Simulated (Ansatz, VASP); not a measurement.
Given: the input of a run of Ansatz 0.2.0 on ZnCl3. The cell comes from a database or a generator and needn't be the stable form of this composition.

input.yaml

```yaml
crystal:
  lattice:
    - [9.8057062174, 0.0, 0.0]
    - [-4.9028531087, 8.4919906863, 0.0]
    - [0.0, 0.0, 2.909555]
  atoms:
    - { symbol: Zn, position: [0.6666666667, 0.3333333333, 0.75] }
    - { symbol: Zn, position: [0.3333333333, 0.6666666667, 0.25] }
    - { symbol: Cl, position: [0.16252099, 0.443485, 0.75] }
    - { symbol: Cl, position: [0.83747901, 0.556515, 0.25] }
    - { symbol: Cl, position: [0.443485, 0.28096401, 0.25] }
    - { symbol: Cl, position: [0.28096401, 0.83747901, 0.75] }
    - { symbol: Cl, position: [0.556515, 0.71903599, 0.75] }
    - { symbol: Cl, position: [0.71903599, 0.16252099, 0.25] }
hamiltonian:
  xc: pbe
  pseudopotentials: { kind: paw }
kpoints:
  mp_grid: { grid: [3, 3, 9] }
scf:
  occupations: { method: gaussian, width: 0.1 }
output:
  forces: true
  stress: true
  eigenvalues: true
```

Potentials or basis: Ansatz PAW.

Launch:

```bash
$ ansatz run input.yaml --threads 4 --pin off --max-ram 11264MiB --backend cpu --events-out ev --progress --plain --runs-dir out
```

Q: Translate it to VASP 6.6.1. Potentials or basis there: PBE PAW files Cl, Zn, 500 eV.

A: As run (cutoffs and basis follow the program's own potentials, and thresholds, step limits or extra output files can differ):

File INCAR:

```
ALGO = Fast ; EDIFF = 1E-7
ENCUT = 500 ; GGA = PE
ISIF = 2 ; ISMEAR = 0
LASPH = True ; LCHARG = False
LREAL = False ; LWAVE = False
NBANDS = 43 ; NELM = 60
PREC = Accurate ; SIGMA = 0.1
```

File KPOINTS:

```
k-points
0
Gamma
  3 3 9
```

Contents of POSCAR:

```
ZnCl3
1.0
    9.8057062174      0.0000000000      0.0000000000
   -4.9028531087      8.4919906863      0.0000000000
    0.0000000000      0.0000000000      2.9095550000
Zn Cl
2 6
Cartesian
    4.9028531092      2.8306635618      2.1821662500
   -0.0000000005      5.6613271245      0.7273887500
   -0.5807087288      3.7660704895      2.1821662500
    5.4835618375      4.7259201968      0.7273887500
    2.9711583520      2.3859437561      0.7273887500
   -1.3509860279      7.1118639529      2.1821662500
    1.9316947567      6.1060469302      2.1821662500
    6.2538391366      1.3801267334      0.7273887500
```

Potentials or basis: VASP PAW PBE potentials, release 64 (Zn, Cl).

Launch:

```bash
$ cat potpaw_PBE.64/Zn/POTCAR potpaw_PBE.64/Cl/POTCAR > POTCAR
$ mpirun -np 1 vasp_std > vasp.out
```

Both were run:

|  | Ansatz | VASP |
| --- | --- | --- |
| Pressure | 0.6 GPa | 0.6 GPa |

Ansatz's pressure holds a Pulay term of +0.03 GPa for its cutoff of 420 eV, which the other run lacks.

Where Ansatz's input types no cutoff or centring, it takes its own default and a Γ-centred mesh.

Pressure is positive in compression.
